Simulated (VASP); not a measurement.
ScTe2Pd, 4 atoms in the cell. It takes space group R-3m (No. 166, trigonal). The conventional cell has a = 3.972 Å, b = 3.972 Å, c = 21.977 Å, α = 90.00°, β = 90.00°, γ = 120.00°. Sc (site symmetry -3m) is surrounded by 6 Te at 2.71 Å. Te (site symmetry 3m) has 3 Sc at 2.71 Å as nearest neighbours. Around Pd (site symmetry -3m) lie 6 Te at 3.20 Å. The cell was built by a generator and needn't be a form met in nature.

```yaml
Program: VASP 6.6.1
Task: relaxation of cell and atoms
Functional: PBE
Potentials_or_basis: VASP PAW PBE potentials, release 64 (Sc_sv, Te, Pd)
Cutoff: 600 eV
k_mesh: 8 × 8 × 8
Occupations: gaussian, width 0.05 eV
Spin: no spin polarisation
Further_INCAR_settings: ALGO = Normal; EDIFF = 1e-06; IBRION = 2; EDIFFG = -0.01; NSW = 60; ISIF = 3
```

Potentials or basis: VASP PAW PBE potentials, release 64 (Sc_sv, Te, Pd).

Command:

```console
$ cat potpaw_PBE.64/Sc_sv/POTCAR potpaw_PBE.64/Te/POTCAR potpaw_PBE.64/Pd/POTCAR > POTCAR
$ mpirun -np 1 vasp_std > vasp.out
```

Hardware: 1 thread of Intel(R) Xeon(R) 6975P-C (Granite Rapids), on a shared host.

**Question.** How long does it take, and how much memory?

**Answer.** Wall time 51 min on 1 thread of Intel(R) Xeon(R) 6975P-C (Granite Rapids), on a shared host, peak memory 0.76 GiB. Counts: scf iterations 143, k points 65, ion steps 17.
